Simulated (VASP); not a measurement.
Output of a VASP run:

### OSZICAR
```
       N       E                     dE             d eps       ncg     rms          rms(c)
DAV:   1     0.531627050312E+02    0.53163E+02   -0.50600E+03  4140   0.781E+02
DAV:   2    -0.893373985672E+01   -0.62096E+02   -0.59971E+02  4192   0.234E+02
DAV:   3    -0.965854480403E+01   -0.72480E+00   -0.71561E+00  4524   0.297E+01
DAV:   4    -0.966134913223E+01   -0.28043E-02   -0.28043E-02  4272   0.177E+00
DAV:   5    -0.966137144009E+01   -0.22308E-04   -0.22309E-04  4372   0.147E-01    0.185E+01
DAV:   6    -0.947852439057E+01    0.18285E+00   -0.40137E+00  4208   0.325E+01    0.387E+00
DAV:   7    -0.953036181397E+01   -0.51837E-01   -0.18421E-01  4248   0.383E+00    0.236E+00
DAV:   8    -0.953827314028E+01   -0.79113E-02   -0.78117E-03  4168   0.115E+00    0.914E-01
DAV:   9    -0.953500227328E+01    0.32709E-02   -0.21797E-03  4292   0.537E-01    0.262E-01
DAV:  10    -0.953543158286E+01   -0.42931E-03   -0.53026E-04  4188   0.240E-01    0.564E-02
DAV:  11    -0.953545361916E+01   -0.22036E-04   -0.20565E-05  4364   0.379E-02    0.228E-02
DAV:  12    -0.953545762736E+01   -0.40082E-05   -0.14532E-06  3444   0.117E-02    0.620E-03
DAV:  13    -0.953545537145E+01    0.22559E-05   -0.91870E-07  2520   0.917E-03    0.133E-03
DAV:  14    -0.953545480627E+01    0.56518E-06   -0.42116E-08  2016   0.267E-03
   1 F= -.95354548E+01 E0= -.95251560E+01  d E =-.205976E-01  mag=    -0.0000
```

OUTCAR:
```
------------------------ aborting loop because EDIFF is reached ----------------------------------------
  FORCE on cell =-STRESS in cart. coord.  units (eV):
  Direction    XX          YY          ZZ          XY          YZ          ZX
  --------------------------------------------------------------------------------------
  Total        0.1143693      0.1143693      0.1143693      0.0000000      0.0000000      0.0000000
  in kB       16.0532846     16.0532846     16.0532846      0.0000000      0.0000000      0.0000000
  external PRESSURE =      16.0532846 kB  Pullay stress =       0.0000000 kB
  volume of cell :       11.41
      direct lattice vectors                 reciprocal lattice vectors
    -1.418400000  1.418400000  1.418400000     0.000000000  0.352509870  0.352509870
     1.418400000 -1.418400000  1.418400000     0.352509870  0.000000000  0.352509870
     1.418400000  1.418400000 -1.418400000     0.352509870  0.352509870  0.000000000
 POSITION                                       TOTAL-FORCE (eV/Angst)
 -----------------------------------------------------------------------------------
      0.00000      0.00000      0.00000         0.000000      0.000000      0.000000
 -----------------------------------------------------------------------------------
    total drift:                               -0.000000     -0.000000     -0.000000
  FREE ENERGIE OF THE ION-ELECTRON SYSTEM (eV)
  ---------------------------------------------------
  free  energy   TOTEN  =        -9.5354548063 eV

  energy  without entropy=       -9.5148571983  energy(sigma->0) =       -9.52515600

 total charge

# of ion       s       p       d       tot
------------------------------------------
    1        0.445   6.417   4.219  11.081

 magnetization (x)

# of ion       s       p       d       tot
------------------------------------------
    1       -0.000   0.000   0.000   0.000
```
(Selected blocks of OUTCAR.)

POSCAR:
```
Cr
1
   -1.4184000000     1.4184000000     1.4184000000
    1.4184000000    -1.4184000000     1.4184000000
    1.4184000000     1.4184000000    -1.4184000000
Cr
1
Direct
  0.0000000000   0.0000000000   0.0000000000
```

**Question.** Reconstruct the remaining input files.

**Answer.** One answer among several that fit: the input of the run itself, PBE GGA, plane waves, VASP's PBE PAW potentials (set 64).

**INCAR**
```
SYSTEM = Cr
PREC = Accurate
ENCUT = 300
EDIFF = 1E-6
NELM = 100
ALGO = Normal
LREAL = .FALSE.
LASPH = .TRUE.
ISMEAR = -1
SIGMA = 0.1
GGA = PE
LMAXMIX = 4
LWAVE = .FALSE.
LCHARG = .FALSE.
ISIF = 2
ISPIN = 2
MAGMOM = 3.0
LORBIT = 11
```

File KPOINTS:
```
Automatic mesh
0
Gamma
13 13 13
0 0 0
```

POTCAR, in this order: Cr_pv (PBE.64 set). Program: vasp_std.

At this cut-off the stress carries a Pulay error, which pulls relaxed volumes low. The moments were started parallel, and other spin orders were not tried in this run.

The structure was generated: Cr was put into an ordered model structure, which need not be its known phase. The cell was not relaxed at this level.
